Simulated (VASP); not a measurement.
All values below come from LDA (Ceperley-Alder, Perdew-Zunger), VASP's LDA PAW potentials (set 64) (plane waves; VASP).

VASP input:

INCAR:
```
ALGO  =  Normal
EDIFF  =  1E-7
ENCUT  =  400
ICHARG  =  11
ISMEAR  =  0
LASPH  =  .TRUE.
LCHARG  =  .FALSE.
LMAXMIX  =  4
LORBIT  =  11
LREAL  =  .FALSE.
LWAVE  =  .FALSE.
NELM  =  100
PREC  =  Accurate
SIGMA  =  0.05
SYSTEM  =  Ge2Mo
```

### POSCAR
```
Ge2Mo
4.0668380
 -0.4027501828   0.4027501828   0.9999999434
  0.4027501828  -0.4027501828   0.9999999434
  0.4027501828   0.4027501828  -0.9999999434
Ge Mo
2 1
Cartesian
  0.0000000000  -0.0000000000   1.3241490268
 -0.0000000000   0.0000000000   0.6758508599
  0.0000000000   0.0000000000   0.0000000000
```

### KPOINTS
```
k-points along high-symmetry lines
10
Line-mode
Reciprocal
  0.000000   0.000000   0.000000 ! GAMMA
  0.000000   0.000000   0.500000 ! X

  0.000000   0.000000   0.500000 ! X
  0.250000   0.250000   0.250000 ! P

  0.250000   0.250000   0.250000 ! P
  0.000000   0.500000   0.000000 ! N

  0.000000   0.500000   0.000000 ! N
  0.000000   0.000000   0.000000 ! GAMMA

  0.000000   0.000000   0.000000 ! GAMMA
  0.500000   0.500000  -0.500000 ! M

  0.500000   0.500000  -0.500000 ! M
  0.291123   0.708877  -0.291123 ! S

 -0.291123   0.291123   0.291123 ! S_0
  0.000000   0.000000   0.000000 ! GAMMA

  0.000000   0.000000   0.500000 ! X
 -0.082245   0.082245   0.500000 ! R

  0.500000   0.500000  -0.082245 ! G
  0.500000   0.500000  -0.500000 ! M
```

POTCAR, in this order: Ge_d Mo_sv (LDA.64 set). Program: vasp_std. Read from the step before: CHGCAR.

Output

OUTCAR:
```
 ion  position               nearest neighbor table
   1  0.662  0.662  0.000-   2 2.64   3 2.67   3 2.67   3 2.67   3 2.67   2 2.72   2 2.72   2 2.72
                             2 2.72   3 2.75
   2  0.338  0.338  0.000-   1 2.64   3 2.67   3 2.67   3 2.67   3 2.67   1 2.72   1 2.72   1 2.72
                             1 2.72   3 2.75
   3  0.000  0.000  0.000-   1 2.67   1 2.67   1 2.67   2 2.67   1 2.67   2 2.67   2 2.67   2 2.67
                             1 2.75   2 2.75
  LATTYP: Found a body centered tetragonal cell.
 ALAT       =     3.2758394958
 C/A-ratio  =     2.4829285898
 Subroutine PRICEL returns:
 Original cell was already a primitive cell.
 Subroutine GETGRP returns: Found 16 space group operations
The static configuration has the point symmetry D_4h.
The dynamic configuration has the point symmetry D_4h.
 Subroutine INISYM returns: Found 16 space group operations
   k-points           NKPTS =     90   k-points in BZ     NKDIM =     90   number of bands    NBANDS=     25
   number of dos      NEDOS =    301   number of ions     NIONS =      3
   total plane-waves  NPLWV =  32768
   dimension x,y,z NGX =    32 NGY =   32 NGZ =   32
   dimension x,y,z NGXF=    64 NGYF=   64 NGZF=   64
   ions per type =               2   1
   PREC   = accura    normal or accurate (medium, high low for compatibility)
   ISTART =      0    job   : 0-new  1-cont  2-samecut
   ICHARG =     11    charge: 1-file 2-atom 10-const
   ISPIN  =      1    spin polarized calculation?
   LNONCOLLINEAR =      F non collinear calculations
   LSORBIT =      F    spin-orbit coupling
   INIWAV =      1    electr: 0-lowe 1-rand  2-diag
   ENCUT  =  400.0 eV  29.40 Ry    5.42 a.u.   7.63  7.63  7.63*2*pi/ulx,y,z
   NELM   =    100;   NELMIN=  2; NELMDL= -5     # of ELM steps
   EDIFF  = 0.1E-06   stopping-criterion for ELM
   LREAL  =      F    real-space projection
   NLSPLINE    = F    spline interpolate recip. space projectors
   LMAXMIX     =    4 max onsite mixed and CHGCAR
   VOSKOWN=      0    Vosko Wilk Nusair interpolation
   EDIFFG = 0.1E-05   stopping-criterion for IOM
   NSW    =      0    number of steps for IOM
   NBLOCK =      1;   KBLOCK =      1    inner block; outer block
   IBRION =     -1    ionic relax: 0-MD 1-quasi-New 2-CG
   NFREE  =      0    steps in history (QN), initial steepest desc. (CG)
   ISIF   =      2    stress and relaxation
   ISYM   =      2    0-nonsym 1-usesym 2-fastsym
   TEIN   =    0.0    initial temperature
   TEBEG  =    0.0;   TEEND  =   0.0 temperature during run
   SMASS  =  -3.00    Nose mass-parameter (am)
   PSTRESS=    0.0 pullay stress
   NELECT =      42.0000    total number of electrons
   EFERMI =   0.00;   METHOD = LEGACY
   ISMEAR =     0;   SIGMA  =   0.05  broadening in eV -4-tet -1-fermi 0-gaus
   IALGO  =     38    algorithm
   LDIAG  =      T    sub-space diagonalisation (order eigenvalues)
   IMIX   =      4    mixing-type and parameters
     AMIX     =   0.40;   BMIX     =  1.00
     AMIX_MAG =   1.60;   BMIX_MAG =  1.00
     AMIN     =   0.10
   GGA     = CA    functional components
   VOSKOWN =     0    Vosko Wilk Nusair interpolation
   LHFCALC =     F    Hartree Fock is set to
   LHFONE  =     F    Hartree Fock one center treatment
   AEXX    =    0.0000 exact exchange contribution
   IVDW    =     0    specifies the selected vdW correction
   LEPSILON=     F    determine dielectric tensor
   LRPA    =     F    only Hartree local field effects (RPA)
  energy-cutoff  :      400.00
  volume of cell :       43.64
      direct lattice vectors                 reciprocal lattice vectors
    -1.637919748  1.637919748  4.066837770     0.000000000  0.305265261  0.122945647
     1.637919748 -1.637919748  4.066837770     0.305265261  0.000000000  0.122945647
     1.637919748  1.637919748 -4.066837770     0.305265261  0.305265261  0.000000000
 k-point     1 :   0.0000 0.0000 0.0000  plane waves:     785
 k-point     2 :   0.0000 0.0000 0.0556  plane waves:     807
 k-point     3 :   0.0000 0.0000 0.1111  plane waves:     807
 k-point     4 :   0.0000 0.0000 0.1667  plane waves:     811
 k-point     5 :   0.0000 0.0000 0.2222  plane waves:     801
...
```

OSZICAR:
```
       N       E                     dE             d eps       ncg     rms          rms(c)
DAV:   1     0.312550477784E+03    0.31255E+03   -0.19057E+04  5464   0.386E+03
DAV:   2     0.141872130538E+02   -0.29836E+03   -0.29414E+03  4516   0.640E+02
DAV:   3    -0.213823886576E+02   -0.35570E+02   -0.35056E+02  5274   0.167E+02
DAV:   4    -0.224760191143E+02   -0.10936E+01   -0.10859E+01  5296   0.309E+01
DAV:   5    -0.224921323578E+02   -0.16113E-01   -0.16086E-01  5533   0.421E+00
DAV:   6    -0.224925658419E+02   -0.43348E-03   -0.43343E-03  5449   0.626E-01
DAV:   7    -0.224925849394E+02   -0.19098E-04   -0.19098E-04  5981   0.126E-01
DAV:   8    -0.224925856505E+02   -0.71106E-06   -0.71057E-06  5512   0.204E-02
DAV:   9    -0.224925856818E+02   -0.31308E-07   -0.31760E-07  4697   0.406E-03
   1 F= -.22492586E+02 E0= -.22491311E+02  d E =-.254948E-02
```

### OUTCAR
```
 val. band max:       10.7027985123   @ k =   0.1667   0.3333   0.1667

 cond. band min:      10.7192858872   @ k =   0.1389   0.3611   0.1389



 k-point     1 :       0.0000    0.0000    0.0000
  band No.  band energies     occupation
      1     -49.7183      2.00000
      2     -24.0520      2.00000
      3     -23.9864      2.00000
      4     -23.9864      2.00000
      5     -14.0566      2.00000
      6     -14.0558      2.00000
      7     -14.0305      2.00000
      8     -14.0063      2.00000
      9     -14.0063      2.00000
     10     -13.9690      2.00000
     11     -13.9580      2.00000
     12     -13.9562      2.00000
     13     -13.9562      2.00000
     14     -13.9084      2.00000
     15      -3.0708      2.00000
     16       4.6232      2.00000
     17       6.0185      2.00000
     18       7.9796      2.00000
     19       8.3395      2.00000
     20       8.3395      2.00000
     21      11.2001      0.00000
     22      13.6907      0.00000
     23      14.4314      0.00000
     24      14.5221      0.00000
     25      14.5222      0.00000

 k-point     2 :       0.0000    0.0000    0.0556
  band No.  band energies     occupation
      1     -49.7174      2.00000
      2     -24.0508      2.00000
      3     -23.9929      2.00000
      4     -23.9920      2.00000
      5     -14.0574      2.00000
      6     -14.0538      2.00000
      7     -14.0317      2.00000
      8     -14.0082      2.00000
      9     -14.0061      2.00000
     10     -13.9667      2.00000
     11     -13.9636      2.00000
     12     -13.9583      2.00000
     13     -13.9502      2.00000
     14     -13.9076      2.00000
     15      -2.9781      2.00000
     16       4.7074      2.00000
     17       5.8214      2.00000
     18       8.0024      2.00000
     19       8.1489      2.00000
     20       8.6245      2.00000
     21      10.8768      0.00000
     22      13.2310      0.00000
     23      14.1023      0.00000
     24      14.5451      0.00000
...
```

The density is held fixed in this step, so its total energy and stress have no physical meaning.

The structure comes from a computed database's Ge2Mo entry (I4/mmm); how it stands against other phases isn't given here. It was relaxed first.
